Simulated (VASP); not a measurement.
MgS (rock salt): the lattice constant a from VASP (plane waves, PAW) at several levels of theory. Static lattice.

| level | lattice constant a (Å) | error against measurement |
|---|---|---|
| LDA | 5.118 | -1.3 % |
| PBE | 5.224 | +0.7 % |
| PBEsol | 5.178 | -0.2 % |
| RPBE | 5.272 | +1.6 % |
| AM05 | 5.186 | -0.0 % |
| PBE-D3(BJ) | 5.149 | -0.7 % |
| PBE-D4 | 5.165 | -0.4 % |
| optB88-vdW | 5.209 | +0.4 % |
| rev-vdW-DF2 | 5.199 | +0.2 % |
| revTPSS | 5.212 | +0.5 % |
| SCAN | 5.184 | -0.1 % |
| r2SCAN | 5.194 | +0.1 % |
| r2SCAN+rVV10 | 5.181 | -0.1 % |
| HSE06 | 5.188 | +0.0 % |
| HSEsol | 5.160 | -0.5 % |

Measured: 5.188 Å at 0 K (as given by Tamar Goldzak et al., The Journal of Chemical Physics (2022), arXiv:2208.04865; corrected for zero-point motion).

The cell of the LDA run:

```
MgS
1.0
    0.00000     2.55901     2.55901
    2.55901     0.00000     2.55901
    2.55901     2.55901     0.00000
Mg S
1 1
Direct
  0.00000   0.00000   0.00000
  0.50000   0.50000   0.50000
```

Only levels that ran to the end are used. Left out are those held back, those with too coarse a band path, GW runs whose mesh misses a band edge, hybrids' fits of cells that aren't cubic and levels without matching references; a question may draw on a part of the rest.

The compound is MgS in the rock salt structure.
